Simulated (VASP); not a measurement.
Relaxed, unreconstructed slabs of Ru (hcp). Level of theory: r2SCAN meta-GGA, VASP's PBE PAW potentials (set 64) (plane waves; VASP 6.6.1).

Slab and bulk use different k-meshes, so the surface energy is good to a few per cent at best.

### Question
Order the faces (001) [6 atoms], (100) [8 atoms] by surface energy, lowest first.

### Answer
(001) [6 atoms] (2.77 J/m²), (100) [8 atoms] (3.21 J/m²)

### Question
And what are their work functions?

### Answer
(001) [6 atoms] 5.09 eV, (100) [8 atoms] 4.73 eV.

Runs of the series that failed, ran out of time, didn't relax or are held back are left out, and each face is given by its thickest slab.

The cell is a thin slab with vacuum, built from Ru (hcp).
